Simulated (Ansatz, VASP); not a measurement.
# Cross-check of SnTe between VASP and Ansatz, part 2 of 2

Wanted: the spread between two codes on one cell, functional and k mesh. The cell is taken from a series of runs on this material, whose earlier steps may have relaxed, scaled, displaced or heated it; both programs get it as it stands.

VASP 6.6.1 and Ansatz 0.2.0.

So far: The structure; VASP: zone-centre phonons, LDA.

### 3. Ansatz: zone-centre phonons, LDA

Level of this step: Ansatz beside VASP: Kohn-Sham DFT, plane waves, LDA (Ansatz).

Ansatz runs on its PAW soft_1 files.

The same cell, functional (in two slightly different forms), mesh and smearing now go to Ansatz, which takes its cutoff from its data sets.

Contents of input.yaml:

```yaml
crystal:
  lattice:
    - [0.0, 3.2425590372, 3.1121361635]
    - [3.2425590372, 0.0, 3.1121361635]
    - [3.2425590372, 3.2425590372, 0.0]
  atoms:
    - { symbol: Sn, position: [0.0, 0.0, 0.0] }
    - { symbol: Te, position: [0.5, 0.5, 0.5] }
kpoints:
  mp_grid: { grid: [12, 12, 12] }
hamiltonian:
  xc: lda
  pseudopotentials: { kind: paw, azcp: { folder: soft_1 }, xc_functional: pbe }
scf:
  occupations: { method: gaussian, width: 0.01 }
output:
  eigenvalues: true
phonons:
  method: dfpt
```

Run with:

```sh
> ansatz run input.yaml --threads 4 --pin off --max-ram 10240MiB --backend cpu --events-out ev --progress --plain --runs-dir out
```

Numbers of over 12 decimals in the logs are rounded to 6 here.

What it wrote:

```text
zone centre: on kpoints.mp_grid the ground state, and the responses unless they are solved on pairs of k-points, stand on 280 of the mesh's 1728 k-points, reduced under 8 symmetry operations, with k and −k counted as one. Each operation leaves every solved displacement unchanged or reverses it
Engine: ansatz 0.2.0, aarch64-unknown-linux-gnu
Pseudopotentials: kind: paw
Pseudopotential: Sn, paw, valence charge 14, recommended cutoff 420 eV (normal), soft_1/Sn.paw.azcp
Pseudopotential: Te, paw, valence charge 16, recommended cutoff 420 eV (normal), soft_1/Te.paw.azcp
Functional definition: SPW92
  exchange = slater_x
  correlation = pw_c
Crystal: 2 atoms, lattice volume = 65.443 Å³
Basis set: ecut = 420 eV, 1307 PW (Γ), exchange–correlation on 64×64×64 points (8 copies of the dense FFT grid, shifted against one another)
Bands: 19, of which v1, the nominal top of the filled ones, is band 15 counted from 1 (14 counted from 0)
Symmetry: 16 space group operations
k-points: 280 of 1728 (irreducible under 8 space group operations)
Non-local potential: Sn, projectors of the file, l = 0: 2, l = 1: 2, l = 2: 2, l = 3: 1
Non-local potential: Te, projectors of the file, l = 0: 2, l = 1: 2, l = 2: 2, l = 3: 1
PAW form: soft (Blöchl's): semilocal exchange-correlation on the pseudo side does not see the compensation charge
PAW frozen core: Sn, regenerated for the run's functional, and the local potential with it (the file was generated under x = pbe(κ = 0.804, μ = 0.219515), c = pbe(β = 0.066725))
PAW frozen core: Te, regenerated for the run's functional, and the local potential with it (the file was generated under x = pbe(κ = 0.804, μ = 0.219515), c = pbe(β = 0.066725))
PAW one-centre angular grid: Sn, 590 points (default); XC on 64 Gauss nodes
PAW one-centre angular grid: Te, 590 points (default); XC on 64 Gauss nodes
Initial density: superposition of atomic densities (chi_scale 0.1, normalization cell, long waves kept (reshape's long-wave potential 0.00 eV rms))
Initial wavefunctions: pseudopotential atomic-orbital guess
Functional: x = slater, c = lda
SCF iter   1: F=—  HF=-12707.354311 eV  |F-HF|=—  |Δ(HF+E_count)|=         —  Δρ=1.07e-2  dr2=9.74e-2  ethr=3.10e-3  ⟨swp⟩=7.7  Hψ=31614  notcnv=0
preconditioner: auto → none  [insulator: Δε(μ)=0.025 eV  Ē_g=8.501 eV  σ=0.010 eV  W_gap=0.92  n_scr=14 (ndim 8)  ℏωp=14.5 eV  f_vac=0.000  D(μ)=0.11/eV (n_scr^D=0)  ε∞_Penn≈3.9]
SCF iter   2: F=—  HF=-12707.335938 eV  |F-HF|=—  |Δ(HF+E_count)|=   1.84e-2  Δρ=5.08e-3  dr2=2.29e-2  ethr=3.25e-4  ⟨swp⟩=2.1  Hψ=9144  notcnv=0
SCF iter   3: F=—  HF=-12707.332753 eV  |F-HF|=—  |Δ(HF+E_count)|=   3.19e-3  Δρ=4.17e-4  dr2=6.65e-5  ethr=7.63e-5  ⟨swp⟩=3.1  Hψ=8326  notcnv=0
SCF iter   4: F=—  HF=-12707.332785 eV  |F-HF|=—  |Δ(HF+E_count)|=   3.25e-5  Δρ=1.44e-4  dr2=5.39e-6  ethr=2.22e-7  ⟨swp⟩=2.2  Hψ=9849  notcnv=0
SCF iter   5: F=—  HF=-12707.332786 eV  |F-HF|=—  |Δ(HF+E_count)|=   4.11e-7  Δρ=2.17e-5  dr2=2.29e-7  ethr=1.80e-8  ⟨swp⟩=2.0  Hψ=9520  notcnv=0
SCF iter   6: F=—  HF=-12707.332786 eV  |F-HF|=—  |Δ(HF+E_count)|=   4.41e-7  Δρ=3.56e-6  dr2=5.56e-9  ethr=7.64e-10  ⟨swp⟩=2.0  Hψ=8133  notcnv=0
SCF iter   7: F=—  HF=-12707.332786 eV  |F-HF|=—  |Δ(HF+E_count)|=   3.04e-9  Δρ=6.41e-7  dr2=2.57e-10  ethr=1.85e-11  ⟨swp⟩=2.0  Hψ=9520  notcnv=0
SCF iter   8: F=-12707.332786 eV  HF=-12707.332786 eV  |F-HF|=5.46e-12  |Δ(HF+E_count)|=  4.55e-11  Δρ=9.74e-8  dr2=3.80e-12  ethr=1.00e-12  ⟨swp⟩=5.8  Hψ=31762  notcnv=0
SCF 1 converged in 8 iterations: F = -12707.332786 eV  dr2 = 3.80e-12
  greatest PAW one-centre occupation: 0.999 electrons in one spin orbital (limit 2), on the Te atom at site 1 (counted from 0), in its partial waves of l = 2
DFPT response loops at Γ: preconditioner auto → Resta (q_TF=auto, 2.396 Å⁻¹)  ε∞=31.3 (no band partly filled); β = 1.00, the filter's whole step (`scf.mixing.beta` (0.50) is not read by the response loops at its default; to damp them type it under 1.00, their step now; it binds the ground state too); Broyden in place of MSR1
SCF converged after 8 iterations
Free energy (F): -12707.332786 eV
Harris-Foulkes:  -12707.332786 eV  (|F-HF|=5.46e-12)
Internal energy: -12707.332786 eV  (E = F + TS)
E sigma→0 (E₀):  -12707.332786 eV
Fermi energy:    8.654866 eV
--- Per-component energies (eV) ---
  E_band       = -378.031230
  E_kinetic    = 339.869976
  E_local      = -2765.235941  (includes V_loc(G=0)·N_el)
  E_nonlocal   = 221.034334
  E_hartree    = 1365.585199
  E_xc         = -246.622388
  E_vxc        = -183.047871  (∫ρ·V_xc dr)
  E_paw        = -8742.778664  (= ΣΔE_a)
  E_vpaw       = -721.822473  (= ΣTr[D̂ρ^β])
  E_aug_tail   = 0.000349  (compensation charges beyond the density's cutoff)
  E_ewald      = -2880.289184
  E_core_change = 1.103533  (= ΣΔE_core)
  E_smearing   = -0.000000  (= −TS)
  E_closure    = 0.000000  (closes the sum)
  Σ components = -12707.332786   (vs F -12707.332786, Δ=0.00e0)
--- Band table (eV; the first three rows and the last of 280) ---
  k-point 0: bands = [... 11 lower, 3.6885, 6.4005, 6.8469, 6.8469, 11.5691, 11.5691, 12.5531, 13.5150]
  k-point 1: bands = [... 11 lower, 3.4109, 6.4937, 6.8465, 6.9668, 11.2773, 11.2917, 12.2050, 13.5059]
  k-point 2: bands = [... 11 lower, 2.7649, 6.6237, 6.8509, 7.2978, 10.6532, 10.6954, 11.4827, 13.5455]
  k-point 279: bands = [... 11 lower, 2.0057, 3.3909, 5.1288, 5.1288, 10.9928, 13.2205, 13.2205, 15.0930]
--- Phonons (Γ-DFPT): 4 representative perturbations + reference, on 280 of 1728 k-points (Σ response iterations 12) ---
  k mesh reduced under 8 symmetry operations, with k and −k counted as one. Each operation leaves every solved displacement unchanged or reverses it
  ASR residual: 1.388e-4 → 0.000e0 eV/Å²; symmetrization residual: 1.286e-5 eV/Å²
  ASR residual per site (eV/Å²): 1.39e-4 9.79e-5
  Γ frequencies (cm⁻¹): -62.88 -62.88 -32.20 0.00 0.00 0.00
  non-analytic LO–TO correction: not included (Born effective charges unavailable; polar crystals: no LO–TO splitting at Γ)
```

In the SCF lines HF is the Harris–Foulkes energy and dr2 the Hartree energy of the density residual, in eV; the loop may stop once dr2 is under the threshold and the program's other checks hold. Hψ counts applications of the Hamiltonian.

### 4. Comparison

Known differences besides the potentials themselves: the two LDA forms differ slightly; the data sets hold 30 valence electrons in Ansatz (on its PAW soft_1 files) and 20 in VASP; the cutoff is 420 eV in Ansatz and 500 eV in VASP; VASP's log shows a relativistic correction to its local exchange, Ansatz's none. Total energies have different zeros and are not compared.

The two programs side by side:

| quantity | Ansatz | VASP | difference |
| --- | --- | --- | --- |
| optical mode 1 to 2 (imaginary, printed as negative) (cm⁻¹) | -62.9 | -59.1 | -3.8 |
| optical mode 3 (imaginary, printed as negative) (cm⁻¹) | -32.2 | -22.2 | -10.0 |

Modes are paired by rising frequency, not by their patterns, so a pair may set unlike modes beside each other; they are those without the splitting of longitudinal modes.

### 5. Results

| Item | Value |
| --- | --- |
| r.m.s. difference of the optical zone-centre modes, each program's sorted by frequency (zone-centre phonons, LDA) | 6.6 cm⁻¹ |

What this shows: The r.m.s. difference of the optical zone-centre modes, each program's sorted by frequency is 6.6 cm⁻¹ (zone-centre phonons, LDA). The data sets hold unlike numbers of valence electrons (30 in Ansatz and 20 in VASP), so part of the differences comes from the potentials. What causes the difference of the zone-centre phonons, LDA pair stays open here. Such differences can come from data sets, numerical settings and the points named under the comparisons, not from the functional's error against experiment.

[Lines on the potential files, build, host, timing and source positions are cut from VASP's logs without a mark.]

[Logs are printed without paths, hosts, clocks, repeated set-up lines and the standing remarks that a program may print on its own settings, such as how far it seeks lower states.]

[Hosts, paths, dates, database ids (printed as entryN), source tags and the programs' standing remarks are cut or masked in the printed files.]
